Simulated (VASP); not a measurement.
NiSb (NiAs type) relaxed at rising pressure, in one space group throughout; other phases were not tried. The pressures are those reached. Computed with LDA (Ceperley-Alder, Perdew-Zunger), VASP's LDA PAW potentials (set 64) (plane waves; VASP).

```
P (GPa)  V (Å³/atom)   k-mesh
-------  -----------  -------
0.03          16.395    9×9×6
5.04          15.868    9×9×6
10.02         15.432    9×9×6
19.92         14.727    9×9×6
30.08         14.142  10×10×7
```

A change of mesh leaves a small step in the series.

Fit an equation of state and predict the volume at 44.96 GPa.

Least squares on the third-order Birch-Murnaghan form, P = (3B0/2)(y⁷ − y⁵)[1 + (3/4)(B′ − 4)(y² − 1)] with y = (V0/V)^(1/3), gives V0 = 16.395 Å³/atom, B0 = 144 GPa and B′ = 4.7, and so 13.467 Å³/atom. The run gave 13.471 Å³/atom, +0.0 % from the fit.

Pressures at which the relaxation failed are left out.

The compound is NiSb in the NiAs type structure. The run is not spin-polarised, so no magnetic state was tried.
